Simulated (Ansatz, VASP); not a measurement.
## Ta3Si3N in VASP and in Ansatz

```
CELL_PARAMETERS angstrom
4.91930 0.00000 0.00000
0.00000 4.91930 0.00000
0.00000 0.00000 4.91930
ATOMIC_POSITIONS crystal
Ta 0.50000 0.00000 0.00000
Ta 0.00000 0.50000 0.00000
Ta 0.00000 0.00000 0.50000
Si 0.50000 0.00000 0.50000
Si 0.50000 0.50000 0.00000
Si 0.00000 0.50000 0.50000
N 0.00000 0.00000 0.00000
```

Change from the starting cell: species swapped into the Ca3AsCl3 type (Pm-3m, No. 221).

Alike in both runs: functional PBE; k mesh 8 × 8 × 8; occupations gaussian, width 0.1 eV; no spin polarisation.

Ansatz relaxed the structure, and its values are those at the end. VASP's run is a single point on that final structure, the one shown.

```csv
,VASP,Ansatz
version,VASP 6.6.1,Ansatz 0.2.0
potentials or method,"VASP PAW PBE potentials, release 64 (Ta_pv, Si, N)","scalar-relativistic, plane waves, PAW"
plane-wave cutoff (eV),520,420
valence electrons in the cell,50,56
```

Ansatz gave:

- gap on the k mesh at the Fermi level (eV): none
- pressure (GPa): 0.0

**Question.** What did VASP give for the same quantities?

**Answer.** gap on the k mesh at the Fermi level (eV): none; pressure (GPa): 0.1.

A gap of «none» marks a metal or a gap that the smearing closes. The two sets of potentials don't hold the same shells in valence.

Spin-orbit coupling is left out, which matters for the levels of Ta.
